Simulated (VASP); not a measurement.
Computed with SCAN meta-GGA, VASP's PBE PAW potentials (set 64) (plane waves; VASP 6.6.1).

VASP input:

File KPOINTS:
```
K-points
0
gamma
16 16 16
```

POSCAR:
```
Al
1.0
  0.0000000000   1.9806139115   1.9806139115
  1.9806139115   0.0000000000   1.9806139115
  1.9806139115   1.9806139115   0.0000000000
Al
1
Cart
  0.0000000000   1.9806139115   1.9806139115
```

### INCAR
```
# general
SYSTEM  = Al
PREC    = Accurate
ENCUT   = 520
LREAL   = .FALSE.   # projection in real space or not
LASPH   = .TRUE.   # aspherical one-centre terms

# electronic loop
EDIFF   = 1E-7   # SCF stop (eV)
NELM    = 100   # most electronic steps
ALGO    = Normal
LMIXTAU = .TRUE.

# smearing
ISMEAR  = 1
SIGMA   = 0.1   # width (eV)

# functional
METAGGA = SCAN

# ions
ISIF    = 2   # forces and stress, cell fixed

# output
LWAVE   = .FALSE.
LCHARG  = .FALSE.
```

POTCAR, in this order: Al (PBE.64 set). Program: vasp_std.

Problem. What will the output report for the number of irreducible k-points (NKPTS), largest plane-wave count, number of space-group operations, FFT grid (NGX, NGY, NGZ)?

Solution. 
```yaml
number of irreducible k-points (NKPTS): 145
largest_plane_wave_count: 444
number_of_space_group_operations: 48
FFT grid (NGX, NGY, NGZ): 24 × 24 × 24
```

The compound is Al in the fcc structure. This cell is one point of a volume scan, at 0.97 of the reference volume.
